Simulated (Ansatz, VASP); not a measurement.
# TiGaSn (TiGaSn in the AlB2 type) in two plane-wave programs

Aim: how closely do two programs agree when they are given the same cell, functional and k mesh? The cell is generated by rule, not measured, and may not be a known phase. Of the first pair: The cell is taken from a series of runs on this material, whose earlier steps may have relaxed, scaled, displaced or heated it; both programs get it as it stands.

Main program and level: Ansatz 0.2.0; plane waves, with VASP 6.6.1 beside it; relaxation of cell and atoms at PBE.

## (1) Starting point

Symmetry: P-6m2, No. 187, hexagonal system. The conventional cell has a = 4.800 Å, b = 4.800 Å, c = 2.869 Å, α = 90.00°, β = 90.00°, γ = 120.00°. Nearest to Ti lie 2 Ti at 2.87 Å and 6 Ga at 3.12 Å and 6 Sn at 3.12 Å. Ga has 3 Sn at 2.77 Å and 2 Ga at 2.87 Å and 6 Ti at 3.12 Å nearest. Nearest to Sn lie 3 Ga at 2.77 Å and 2 Sn at 2.87 Å and 6 Ti at 3.12 Å. Farther neighbours are not listed.

Coordinates:

```xyz
3
Lattice="4.8001 0.0000 0.0000 -2.4000 4.1570 0.0000 0.0000 0.0000 2.8689" Properties=species:S:1:pos:R:3 pbc="T T T"
Ti    0.0000    0.0000    0.0000
Ga    0.0000    2.7713    1.4344
Sn    2.4000    1.3857    1.4344
```

## (2) VASP: relaxation of cell and atoms, PBE, pair 1

The relaxed volume is the usual yardstick between codes: in a stiff, nearly cubic crystal its relative difference is about their pressure difference at one cell divided by the bulk modulus.

Lines of VASP's logs that name or quote its potential files are left out, and so is its time.

Input file INCAR:

```
SYSTEM = TiGaSn
PREC = Accurate
ENCUT = 500
EDIFF = 1E-07
NELM = 120
ISMEAR = 0
SIGMA = 0.1
LREAL = .FALSE.
ALGO = Normal
GGA = PE
NBANDS = 25
LASPH = .TRUE.
LORBIT = 11
LWAVE = .FALSE.
LCHARG = .FALSE.
ISIF = 3
IBRION = 2
NSW = 80
EDIFFG = -0.005
GGA_COMPAT = .FALSE.
NELMIN = 4
KPAR = 2
```

Input file POSCAR:

```
TiGaSn
1.0
    4.8000920000      0.0000000000      0.0000000000
   -2.4000460000      4.1570010000      0.0000000000
    0.0000000000      0.0000000000      2.8688770000
Ti Ga Sn
1 1 1
Direct
    0.0000000000      0.0000000000      0.0000000000
    0.3333333333      0.6666666667      0.4999998257
    0.6666666667      0.3333333333      0.4999998257
```

Input file KPOINTS:

```
Automatic mesh
0
Gamma
9 9 10
0 0 0
```

PAW data sets: Ti_sv, Ga_d and Sn_d (PBE family, release 64).

Started as:

```
$ mpirun -np 2 vasp_std
```

Numbers of over 12 decimals in the logs are rounded to 6 here.

Output:

```text
[banner, memory and clock lines left out]
running    2 mpi-ranks, on    1 nodes
 distrk:  each k-point on    1 cores,    2 groups
 distr:  one band on    1 cores,    1 groups

 POSCAR found type information on POSCAR TiGaSn
 POSCAR found :  3 types and       3 ions
 LDA part: xc-table for (Slater+PW92), standard interpolation
 POSCAR, INCAR and KPOINTS ok, starting setup
 FFT: planning ... GRIDC
 FFT: planning ... GRID_SOFT
 FFT: planning ... GRID
 WAVECAR not read
 entering main loop
       N       E                     dE             d eps       ncg     rms          rms(c)
DAV:   1     0.323857420265E+03    0.32386E+03   -0.19409E+04  3642   0.250E+03
DAV:   2     0.199309175019E+02   -0.30393E+03   -0.30047E+03  3680   0.524E+02
DAV:   3    -0.148223800012E+02   -0.34753E+02   -0.34335E+02  4954   0.164E+02
DAV:   4    -0.163058359073E+02   -0.14835E+01   -0.14693E+01  5263   0.314E+01
DAV:   5    -0.163463860760E+02   -0.40550E-01   -0.40508E-01  5073   0.424E+00    0.920E+00
DAV:   6    -0.157515717336E+02    0.59481E+00   -0.28436E+01  4822   0.231E+01    0.720E+00
DAV:   7    -0.147132298451E+02    0.10383E+01   -0.11086E+01  4315   0.166E+01    0.260E+00
DAV:   8    -0.146683018559E+02    0.44928E-01   -0.95865E-01  3942   0.687E+00    0.127E+00
DAV:   9    -0.146443819477E+02    0.23920E-01   -0.18298E-01  3981   0.335E+00    0.259E-01
DAV:  10    -0.146447809571E+02   -0.39901E-03   -0.62696E-03  5225   0.658E-01    0.895E-02
DAV:  11    -0.146448890935E+02   -0.10814E-03   -0.40500E-04  5232   0.134E-01    0.641E-02
DAV:  12    -0.146448763327E+02    0.12761E-04   -0.20488E-04  4882   0.771E-02    0.628E-03
DAV:  13    -0.146448751027E+02    0.12300E-05   -0.55900E-06  4194   0.200E-02    0.384E-03
DAV:  14    -0.146448750723E+02    0.30384E-07   -0.89575E-07  5011   0.702E-03
   1 F= -.14644875E+02 E0= -.14637270E+02  d E =-.146449E+02
[...]
2 F= -.14648220E+02 E0= -.14640831E+02  d E =-.334538E-02
[...]
3 F= -.14648299E+02 E0= -.14640948E+02  d E =-.342360E-02
[...]
4 F= -.14648319E+02 E0= -.14640952E+02  d E =-.206378E-04
 trial-energy change:   -0.000021  1 .order   -0.000024   -0.000096    0.000048
 step:   0.6571(harm=  0.6893)  dis= 0.00000  next Energy=   -14.648328 (dE=-0.295E-04)
 bond charge predicted
       N       E                     dE             d eps       ncg     rms          rms(c)
DAV:   1    -0.146486442162E+02   -0.32491E-03   -0.60375E-03  4063   0.105E+00    0.124E-01
DAV:   2    -0.146484530813E+02    0.19113E-03   -0.24468E-03  4515   0.390E-01    0.599E-02
DAV:   3    -0.146483494206E+02    0.10366E-03   -0.78871E-04  4210   0.159E-01    0.344E-02
DAV:   4    -0.146483252382E+02    0.24182E-04   -0.87926E-05  5258   0.938E-02    0.699E-03
DAV:   5    -0.146483262413E+02   -0.10031E-05   -0.86025E-06  4638   0.210E-02    0.663E-03
DAV:   6    -0.146483274952E+02   -0.12539E-05   -0.19452E-06  5386   0.909E-03    0.219E-03
DAV:   7    -0.146483280924E+02   -0.59717E-06   -0.31627E-07  4614   0.412E-03    0.577E-04
DAV:   8    -0.146483281915E+02   -0.99159E-07   -0.48431E-08  2119   0.125E-03
   5 F= -.14648328E+02 E0= -.14640967E+02  d E =-.295149E-04
 curvature:  -0.35 expect dE=-0.140E-06 dE for cont linesearch -0.127E-06
 trial: gam=-0.05629 g(F)=  0.494E-44 g(S)=  0.404E-06 ort = 0.587E-05 (trialstep = 0.959E+00)
 search vector abs. value=  0.396E-07
 reached required accuracy - stopping structural energy minimisation
```

Parts of OUTCAR (step 2):

```text
ion  position               nearest neighbor table
   1  0.000  0.000  0.000-   3 3.12   3 3.12   3 3.12   3 3.12   3 3.12   3 3.12
   2  0.333  0.667  0.500-   3 2.77   3 2.77   3 2.77
   3  0.667  0.333  0.500-   2 2.77   2 2.77   2 2.77   1 3.12   1 3.12   1 3.12   1 3.12   1 3.12
                             1 3.12

  LATTYP: Found a hexagonal cell.
 ALAT       =     4.8000920000
 C/A-ratio  =     0.5976712530

 Subroutine GETGRP returns: Found 12 space group operations
 (whereof 12 operations were pure point group operations)

The static configuration has the point symmetry D_3h.

 Found     72 irreducible k-points:

   k-points           NKPTS =     72   k-points in BZ     NKDIM =     72   number of bands    NBANDS=     25

   dimension x,y,z NGX =    36 NGY =   36 NGZ =   24
   dimension x,y,z NGXF=    72 NGYF=   72 NGZF=   48

   ENCUT  =  500.0 eV  36.75 Ry    6.06 a.u.   8.75  8.75  5.23*2*pi/ulx,y,z

   NELECT =      39.0000    total number of electrons

 k-points in reciprocal lattice and weights: Automatic mesh
   0.00000000  0.00000000  0.00000000       0.001
   0.11111111  0.00000000  0.00000000       0.007
   0.22222222  0.00000000  0.00000000       0.007
   0.33333333  0.00000000  0.00000000       0.007
   0.44444444  0.00000000  0.00000000       0.007
   0.11111111  0.11111111  0.00000000       0.007
   0.22222222  0.11111111  0.00000000       0.015
   0.33333333  0.11111111  0.00000000       0.015
   0.44444444  0.11111111  0.00000000       0.007
[...]
0.33333333  0.22222222  0.50000000       0.015
   0.33333333  0.33333333  0.50000000       0.002

 average (electrostatic) potential at core
       1 -72.4593       2 -61.7526       3 -98.4321

 E-fermi :   8.6862

 k-point     1 :       0.0000    0.0000    0.0000
  band No.  band energies     occupation
    ...
     15      -2.6843      2.00000
     16       4.7162      2.00000
     17       5.1578      2.00000
     18       5.1578      2.00000
     19       7.4677      2.00000
     20       8.7549      0.33140
     21       8.7549      0.33140
     22      10.6932      0.00000
     23      10.6932      0.00000
     24      11.4791      0.00000
    ...

 k-point     2 :       0.1111    0.0000    0.0000
  band No.  band energies     occupation
    ...
     17       5.1089      2.00000
     18       6.2513      2.00000
     19       7.3025      2.00000
     20       8.6250      1.61290
     21       8.7201      0.63117
     22      10.6705      0.00000
     23      10.6924      0.00000
     24      11.6850      0.00000
     25      11.7355      0.00000

 k-point     3 :       0.2222    0.0000    0.0000
  band No.  band energies     occupation
    ...
     17       4.9911      2.00000
     18       6.4333      2.00000
     19       7.8025      2.00000
     20       8.6477      1.41340
     21       8.7036      0.80542
     22      10.6171      0.00000
     23      10.6903      0.00000
     24      11.9233      0.00000
     25      12.4465      0.00000

  Total        0.0034728      0.0034728      0.0009913      0.0000000      0.0000000      0.0000000
  in kB        0.0970466      0.0970465      0.0277011      0.0000000      0.0000000      0.0000000
  external PRESSURE =       0.0739314 kB  Pullay stress =       0.0000000 kB

  energy-cutoff  :      500.00
  volume of cell :       57.33
      direct lattice vectors                 reciprocal lattice vectors
     4.824938329  0.000000000  0.000000000     0.207256535  0.119659634 -0.000000000
    -2.412469165  4.178518543  0.000000000     0.000000000  0.239319268 -0.000000000
     0.000000000  0.000000000  2.843821641     0.000000000 -0.000000000  0.351639493

 POSITION                                       TOTAL-FORCE (eV/Angst)
 -----------------------------------------------------------------------------------
      0.00000      0.00000      2.84382        -0.000000      0.000000      0.000000
     -0.00000      2.78568      1.42191         0.000000     -0.000000      0.000000
      2.41247      1.39284      1.42191         0.000000     -0.000000      0.000000
 -----------------------------------------------------------------------------------
    total drift:                                0.000001     -0.000002      0.000343

  FREE ENERGIE OF THE ION-ELECTRON SYSTEM (eV)
  ---------------------------------------------------
  free  energy   TOTEN  =       -14.6483281915 eV

  energy  without entropy=      -14.6336053629  energy(sigma->0) =      -14.64096678

 reached required accuracy - stopping structural energy minimisation

 total charge
# of ion       s       p       d       tot
------------------------------------------
    1        2.155   6.064   1.935  10.154
    2        0.919   0.726   9.965  11.610
    3        1.143   1.261  10.034  12.437
--------------------------------------------------
tot          4.218   8.051  21.933  34.202

[... 3 further parts left out ...]
```

CONTCAR:

```
TiGaSn
   1.00000000000000
     4.8249383292777068    0.0000000000000000    0.0000000000000000
    -2.4124691646388534    4.1785185428257723    0.0000000000000000
     0.0000000000000000    0.0000000000000000    2.8438216411277417
  Ti              Ga              Sn
     1     1     1
Direct
     0.0000000000000000    0.0000000000000000    1.0000000000000000
     0.3333333332999970    0.6666666667000030    0.4999998257000016
     0.6666666667000030    0.3333333332999970    0.4999998257000016
```

The run keeps the 12 symmetry operations of its start, so it cannot find a distortion of lower symmetry.

## (3) Ansatz: relaxation of cell and atoms, PBE, pair 1

Ansatz runs on its PAW soft_1 files.

The same cell, functional, mesh and smearing now go to Ansatz, which takes its cutoff from its data sets.

Input file input.yaml:

```yaml
crystal:
  lattice:
    - [4.8000917848, 0.0, 0.0]
    - [-2.4000458924, 4.1570014262, 0.0]
    - [0.0, 0.0, 2.8688766305]
  atoms:
    - { symbol: Ti, position: [0.0, 0.0, 0.0] }
    - { symbol: Ga, position: [0.3333333333, 0.6666666667, 0.5] }
    - { symbol: Sn, position: [0.6666666667, 0.3333333333, 0.5] }
kpoints:
  mp_grid: { grid: [9, 9, 10] }
hamiltonian:
  xc: pbe
  pseudopotentials: { kind: paw, azcp: { folder: soft_1 } }
scf:
  occupations: { method: gaussian, width: 0.1 }
output:
  forces: true
  stress: true
  eigenvalues: true
relax:
  adjacent_minimum: "off"
  f_tol: 0.005
  max_steps: 80
  cell: { stress_tol: 0.05 }
```

Started as:

```
$ ansatz run input.yaml --threads 4 --pin off --max-ram 12288MiB --backend cpu --events-out ev --progress --plain --runs-dir out
```

Output:

```text
Engine: ansatz 0.2.0, x86_64-unknown-linux-gnu
Pseudopotentials: kind: paw
Pseudopotential: Ti, paw, valence charge 12, recommended cutoff 420 eV (normal), soft_1/Ti.paw.azcp
Pseudopotential: Ga, paw, valence charge 13, recommended cutoff 420 eV (normal), soft_1/Ga.paw.azcp
Pseudopotential: Sn, paw, valence charge 14, recommended cutoff 420 eV (normal), soft_1/Sn.paw.azcp
Functional definition: PBE
  parameter kappa = 0.804
  parameter beta = 0.066725
  exchange = pbe_x(kappa = kappa, mu = beta*pi^2/3)
  correlation = pbe_c(beta = beta)
Crystal: 3 atoms, lattice volume = 57.246 Å³
Basis set: ecut = 420 eV, 1125 PW (Γ), exchange–correlation on 72×72×40 points (8 copies of the dense FFT grid, shifted against one another)
Bands: 24, of which v1, the nominal top of the filled ones, is band 20 counted from 1 (19 counted from 0)
Symmetry: 12 space group operations
Space group: P-6m2 (ITA 187), of the structure as read, at distance tolerance 3.9e-5 Å
k-points: 72 of 810 (time reversal used)
Non-local potential: Ti, projectors of the file, l = 0: 3, l = 1: 2, l = 2: 3, l = 3: 1
Non-local potential: Ga, projectors of the file, l = 0: 2, l = 1: 2, l = 2: 3, l = 3: 1
Non-local potential: Sn, projectors of the file, l = 0: 2, l = 1: 2, l = 2: 2, l = 3: 1
PAW form: soft (Blöchl's): semilocal exchange-correlation on the pseudo side does not see the compensation charge
PAW one-centre angular grid: Ti, 590 points (default); XC on 64 Gauss nodes
PAW one-centre angular grid: Ga, 590 points (default); XC on 64 Gauss nodes
PAW one-centre angular grid: Sn, 590 points (default); XC on 64 Gauss nodes
Initial density: superposition of atomic densities (chi_scale 0.1, normalization cell, long waves kept (reshape's long-wave potential 0.00 eV rms))
Initial wavefunctions: pseudopotential atomic-orbital guess
Functional: x = pbe(κ = 0.804, μ = 0.219515), c = pbe(β = 0.066725)
SCF iter   1: F=—  HF=-12308.185702 eV  |F-HF|=—  |Δ(HF+E_count)|=         —  Δρ=6.99e-2  dr2=7.16e0  ethr=3.10e-3  ⟨swp⟩=5.7  Hψ=6864  notcnv=0
preconditioner: auto → none  [metal: Δε(μ)=0.027 eV  Ē_g=13.108 eV  σ=0.100 eV  W_gap=0.15  n_scr=8 (ndim 8)  ℏωp=27.3 eV  f_vac=0.000  D(μ)=2.77/eV (n_scr^D=26)  sad-step TF]
SCF iter   2: F=—  HF=-12307.677055 eV  |F-HF|=—  |Δ(HF+E_count)|=   5.09e-1  Δρ=5.77e-2  dr2=4.53e0  ethr=3.10e-3  ⟨swp⟩=3.0  Hψ=3503  notcnv=0  defer=10
SCF iter   3: F=—  HF=-12307.174258 eV  |F-HF|=—  |Δ(HF+E_count)|=   5.03e-1  Δρ=2.00e-2  dr2=1.64e-1  ethr=3.10e-3  ⟨swp⟩=2.8  Hψ=3077  notcnv=0  defer=10
SCF iter   4: F=—  HF=-12307.048378 eV  |F-HF|=—  |Δ(HF+E_count)|=   1.26e-1  Δρ=6.57e-3  dr2=1.67e-2  ethr=4.19e-4  ⟨swp⟩=2.1  Hψ=3340  notcnv=0  defer=10
SCF iter   5: F=—  HF=-12307.040522 eV  |F-HF|=—  |Δ(HF+E_count)|=   7.86e-3  Δρ=1.67e-3  dr2=6.42e-4  ethr=4.29e-5  ⟨swp⟩=2.0  Hψ=2562  notcnv=0  defer=10
SCF iter   6: F=—  HF=-12307.040913 eV  |F-HF|=—  |Δ(HF+E_count)|=   3.91e-4  Δρ=4.88e-4  dr2=1.10e-4  ethr=1.65e-6  ⟨swp⟩=2.2  Hψ=2824  notcnv=0  defer=10
SCF iter   7: F=—  HF=-12307.040915 eV  |F-HF|=—  |Δ(HF+E_count)|=   1.55e-6  Δρ=9.36e-5  dr2=2.31e-6  ethr=2.81e-7  ⟨swp⟩=2.0  Hψ=2086  notcnv=0  defer=10
SCF iter   8: F=—  HF=-12307.040910 eV  |F-HF|=—  |Δ(HF+E_count)|=   4.87e-6  Δρ=8.42e-6  dr2=3.03e-8  ethr=2.56e-10  ⟨swp⟩=5.6  Hψ=8835  notcnv=0
SCF iter   9: F=-12307.040910 eV  HF=-12307.040910 eV  |F-HF|=7.17e-10  |Δ(HF+E_count)|=   1.58e-8  Δρ=2.64e-6  dr2=2.28e-9  ethr=7.76e-11  ⟨swp⟩=2.5  Hψ=5517  notcnv=0
SCF 1 converged in 9 iterations: F = -12307.040910 eV  dr2 = 2.28e-9
  greatest PAW one-centre occupation: 0.999 electrons in one spin orbital (limit 2), on the Ti atom at site 0 (counted from 0), in its partial waves of l = 0
relax step   1: F+E_penalty+E_count = -12307.04090974 eV  Δ(F+E_penalty+E_count) = +0.000e0 eV  max|allowed force component| = 5.223e-17 eV/Å  Δτ_max = 0.0000 Å  P = -0.009 GPa  Ω = 57.246 Å³  (9 SCF iters, dr2 threshold 1.00e-7 eV, accepted)
[...]
relax step   3: F+E_penalty+E_count = -12307.04433967 eV  Δ(F+E_penalty+E_count) = -4.709e-4 eV  max|allowed force component| = 5.493e-17 eV/Å  Δτ_max = 0.0000 Å  P = -0.094 GPa  Ω = 57.383 Å³  energy of the carried Pulay correction = -3.022e-5 eV  (6 SCF iters, dr2 threshold 3.00e-7 eV, accepted)
[...]
relax step   4: F+E_penalty+E_count = -12307.04437354 eV  Δ(F+E_penalty+E_count) = -3.387e-5 eV  max|allowed force component| = 6.187e-17 eV/Å  Δτ_max = 0.0000 Å  P = +0.021 GPa  Ω = 57.304 Å³  energy of the carried Pulay correction = -1.408e-5 eV  (6 SCF iters, dr2 threshold 3.38e-8 eV, accepted)
[...]
relax step   5: F+E_penalty+E_count = -12307.04438948 eV  Δ(F+E_penalty+E_count) = -1.594e-5 eV  max|allowed force component| = 5.243e-17 eV/Å  Δτ_max = 0.0000 Å  P = +0.020 GPa  Ω = 57.304 Å³  stress off target by 2.71e-2 GPa  SCF on the basis re-selected at this cell (its energy is not comparable with the rows above)  (8 SCF iters)
basis re-selected at this cell: Δ(F+E_penalty+E_count) = -1.594e-5 eV, ΔP = -0.000 GPa vs the last step (what re-selecting the basis moved, of the pressure what is left beyond the Pulay correction that the steps carried, after the strain that the cell walked since its last selection, with what the two solves' SCF thresholds leave and, on support functions, any second-order correction that the steps lacked; it is no m [...]
SCF converged after 8 iterations
Free energy (F): -12307.044389 eV
Harris-Foulkes:  -12307.044389 eV  (|F-HF|=5.46e-12)
Internal energy: -12307.029704 eV  (E = F + TS)
E sigma→0 (E₀):  -12307.037047 eV
Entropy (-TS):   -0.014685 eV (-4.895 meV/atom)
Fermi energy:    12.884029 eV
--- Per-component energies (eV) ---
  E_band       = -218.081561
  E_kinetic    = 561.177407
  E_local      = -2951.215651  (includes V_loc(G=0)·N_el)
  E_nonlocal   = 112.253012
  E_hartree    = 1621.623214
  E_xc         = -305.679366
  E_vxc        = -282.267262  (∫ρ·V_xc dr)
  E_paw        = -7401.733335  (= ΣΔE_a)
  E_vpaw       = -901.275520  (= ΣTr[D̂ρ^β])
  E_aug_tail   = 0.000025  (compensation charges beyond the density's cutoff)
  E_ewald      = -3943.455010
  E_smearing   = -0.014685  (= −TS)
  E_closure    = -0.000000  (closes the sum)
  Σ components = -12307.044389   (vs F -12307.044389, Δ=0.00e0)
--- Forces (eV/Å), atoms counted from 1 ---
  atom   1  Ti     0.00000000     0.00000000     0.00000000
  atom   2  Ga    -0.00000000     0.00000000     0.00000000
  atom   3  Sn     0.00000000    -0.00000000     0.00000000
  max |Σ_I F_I| component: 6.48e-17 eV/Å
--- Stress (GPa, compression-positive) ---
        0.027065      -0.000000       0.000000
        0.000000       0.027065       0.000000
        0.000000       0.000000       0.007006
  P = ⅓ Tr σ = 0.0204 GPa (0.204 kbar)
--- Band table (eV; the first three rows and the last of 72) ---
  k-point 0: bands = [... 16 lower, 9.3518, 9.3518, 11.6593, 12.9514, 12.9514, 14.8941, 14.8941, 15.6848]
  k-point 1: bands = [... 16 lower, 9.5437, 9.5437, 11.8816, 12.8089, 12.8089, 15.1085, 15.1085, 15.6580]
  k-point 2: bands = [... 16 lower, 10.1026, 10.1026, 12.2557, 12.4758, 12.4758, 15.2352, 15.5233, 15.5233]
  k-point 71: bands = [... 16 lower, 8.9226, 10.3799, 10.7639, 13.2606, 13.6321, 13.7058, 14.1559, 14.2110]
--- Relaxed structure (4 steps of the walk, 4 accepted, 1 SCFs on fresh bases) ---
  F+E_penalty+E_count = -12307.04438948 eV   max|allowed force component| = 5.243e-17 eV/Å   (the final SCF, on the basis selected at the relaxed cell)
  cell:  # Å, volume = 57.3040 Å³
    - [4.823998, 0.0, 0.0]
    - [-2.411999, 4.177705, 0.0]
    - [0.0, 0.0, 2.843416]
  atoms:
    - { symbol: Ti, position: [0, 0, 0.0] }
    - { symbol: Ga, position: [0.333333, 0.666667, 0.500000] }
    - { symbol: Sn, position: [0.666667, 0.333333, 0.500000] }
```

## (4) Side by side

Known differences besides the potentials themselves: the cutoff is 420 eV in Ansatz and 500 eV in VASP; Ansatz adds a Pulay correction to the stress that steers its cell, VASP none. Total energies have different zeros and are not compared.

The two programs side by side:

```tsv
quantity	Ansatz	VASP	difference
volume (Å³)	57.30	57.33	-0.05 %
edge a after relaxation, in the typed setting (Å)	4.824	4.825	-0.02 %
edge c after relaxation, in the typed setting (Å)	2.843	2.844	-0.01 %
```

(Continued in part 2 of 2.)

[Lines on the potential files, build, host, timing and source positions are cut from VASP's logs without a mark.]

[Logs are printed without paths, hosts, clocks, repeated set-up lines and the standing remarks that a program may print on its own settings, such as how far it seeks lower states.]

[Hosts, paths, dates, database ids (printed as entryN), source tags and the programs' standing remarks are cut or masked in the printed files.]
